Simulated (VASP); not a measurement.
The input files of a VASP run:

### POSCAR
```
BiSb
1
   -2.1215880000     3.6746980000     0.0000000000
    4.2431760000     0.0000000000     0.0000000000
    0.0000000000     0.0000000000     4.1411290000
Sb Bi
1 1
Direct
  0.0000000000   0.0000000000   0.0000000000
  0.3333330000   0.6666670000   0.5000000000
```

### KPOINTS
```
Automatic mesh
0
Gamma
8 8 7
0 0 0
```

### INCAR
```
SYSTEM = BiSb
PREC = Accurate
ENCUT = 400
EDIFF = 1E-6
NELM = 100
ALGO = Normal
LREAL = .FALSE.
LASPH = .TRUE.
ISMEAR = 1
SIGMA = 0.1
GGA = PE
LMAXMIX = 4
LWAVE = .FALSE.
LCHARG = .FALSE.
ISIF = 2
```

POTCAR, in this order: Sb Bi_d (PBE.64 set). Program: vasp_std.

Task: Does this input run properly? What does VASP do?

Result: There is a fault: the lattice vectors form a left-handed set. VASP stops with an error: ERROR: the triple product of the basis vectors is negative exchange two basis vectors ----> I REFUSE TO CONTINUE WITH THIS SICK JOB ... BYE!!! <----

standard output:
```
 -----------------------------------------------------------------------------
|                                                                             |
|     EEEEEEE  RRRRRR   RRRRRR   OOOOOOO  RRRRRR      ###     ###     ###     |
|     E        R     R  R     R  O     O  R     R     ###     ###     ###     |
|     E        R     R  R     R  O     O  R     R     ###     ###     ###     |
|     EEEEE    RRRRRR   RRRRRR   O     O  RRRRRR       #       #       #      |
|     E        R   R    R   R    O     O  R   R                               |
|     E        R    R   R    R   O     O  R    R      ###     ###     ###     |
|     EEEEEEE  R     R  R     R  OOOOOOO  R     R     ###     ###     ###     |
|                                                                             |
|     ERROR: the triple product of the basis vectors is negative exchange     |
|     two basis vectors                                                       |
|                                                                             |
|       ---->  I REFUSE TO CONTINUE WITH THIS SICK JOB ... BYE!!! <----       |
|                                                                             |
 -----------------------------------------------------------------------------
```

To mend it, correct POSCAR.
### POSCAR
```
BiSb
1
    4.2431760000     0.0000000000     0.0000000000
   -2.1215880000     3.6746980000     0.0000000000
    0.0000000000     0.0000000000     4.1411290000
Sb Bi
1 1
Direct
  0.0000000000   0.0000000000   0.0000000000
  0.6666670000   0.3333330000   0.5000000000
```
The mended run (PBE GGA, plane waves, VASP's PBE PAW potentials (set 64)) converges, and its OSZICAR ends with
```
   1 F= -.77696727E+01 E0= -.77694810E+01  d E =-.575116E-03
```

The structure was generated: BiSb was put into the WC type (P-6m2), which need not be its known phase. The cell was not relaxed at this level.
